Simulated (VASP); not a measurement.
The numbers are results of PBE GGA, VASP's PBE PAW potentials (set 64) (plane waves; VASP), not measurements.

The input files of a VASP run:

### KPOINTS
```
kpoints
0
gamma
18 18 18
```

POSCAR:
```
Pt
1
    0.0000000000     1.9833616792     1.9833616792
    1.9833616792     0.0000000000     1.9833616792
    1.9833616792     1.9833616792     0.0000000000
Pt
1
Direct
  0.0000000000   0.0000000000   0.0000000000
```

**INCAR**
```
SYSTEM = Pt
PREC = Normal
ENCUT = 400
EDIFF = 1E-5
NELM = 100
ALGO = Fast
LREAL = .FALSE.
LASPH = .TRUE.
ISMEAR = 1
SIGMA = 0.1
GGA = PE
LMAXMIX = 6
LWAVE = .FALSE.
LCHARG = .FALSE.
NELMIN = 4
IBRION = 2
ISIF = 2
NSW = 20
EDIFFG = -0.03
```

POTCAR, in this order: Pt (PBE.64 set). Program: vasp_std.

Unless said otherwise, spin-orbit coupling is left out, though it shifts the bands of the heavy elements here.

Problem. Estimate the energy per atom (σ→0), band gap (on the k-mesh).

Solution. 
```json
{
 "energy per atom (σ→0)": "-6.094 eV/atom",
 "band gap (on the k-mesh)": "none (metal, semimetal or under 0.01 eV)"
}
```

**OSZICAR**
```
...
DAV:   5    -0.647666787879E+01   -0.56696E-05   -0.56692E-05  3979   0.637E-02    0.117E+01
RMM:   6    -0.613261853505E+01    0.34405E+00   -0.46833E-01  3510   0.691E+00    0.619E+00
RMM:   7    -0.609743896275E+01    0.35180E-01   -0.90136E-02  3510   0.319E+00    0.248E+00
RMM:   8    -0.609465477789E+01    0.27842E-02   -0.12220E-02  3510   0.111E+00    0.683E-01
RMM:   9    -0.609408039290E+01    0.57438E-03   -0.15306E-03  3510   0.398E-01    0.378E-02
RMM:  10    -0.609410016698E+01   -0.19774E-04   -0.17346E-04  3428   0.117E-01    0.297E-02
RMM:  11    -0.609410066098E+01   -0.49400E-06   -0.15288E-05  2598   0.349E-02
   1 F= -.60941007E+01 E0= -.60938497E+01  d E =-.609410E+01
```

The compound is Pt in the fcc structure. It was relaxed first.
